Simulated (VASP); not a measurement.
## OSiClBrH2: single point with PBE

OSiClBrH2, in a box:

```
O Si Cl Br H
1.0
    12.00000    0.00000    0.00000
     0.00000   13.00000    0.00000
     0.00000    0.00000   12.00000
O Si Cl Br H
1 1 1 1 2
Direct
  0.62134 0.59506 0.46778
  0.56229 0.48880 0.50684
  0.58579 0.37470 0.39232
  0.38083 0.50967 0.52824
  0.59596 0.62853 0.40120
  0.61293 0.45886 0.61335
```

| Item | Value |
| --- | --- |
| Program | VASP 6.6.1 |
| Task | single point |
| Functional | PBE |
| Potentials or basis | VASP PAW PBE potentials, release 64 (O, Si, Cl, Br, H) |
| Cutoff | 520 eV |
| k mesh | 1 × 1 × 1 |
| Occupations | gaussian, width 0.01 eV |
| Spin | no spin polarisation |
| Further INCAR settings | ALGO = Normal; EDIFF = 1e-07; NBANDS = 22 |

The largest force is 0.560 eV/Å and the gap between the frontier levels is 6.21 eV.

Forces on the atoms (eV/Å):
```
O    0.405  0.193  0.309
Si  -0.132 -0.274  0.139
Cl   0.051 -0.206 -0.163
Br  -0.253  0.026  0.050
H   -0.145  0.288 -0.458
H    0.075 -0.027  0.123
```

Levels at points of the mesh, in eV from the valence-band top:
| k point | band 10 | band 11 | band 12 | band 13 | band 14 | band 15 | band 16 | band 17 |
| --- | --- | --- | --- | --- | --- | --- | --- | --- |
| (0.00, 0.00, 0.00) | -0.91 | -0.70 | -0.17 | 0.00 | 6.21 | 6.40 | 7.00 | 7.06 |

It took 3 min on 1 thread of Intel(R) Xeon(R) Platinum 8488C (Sapphire Rapids), with other jobs on the host, peak memory 1.4 GiB.
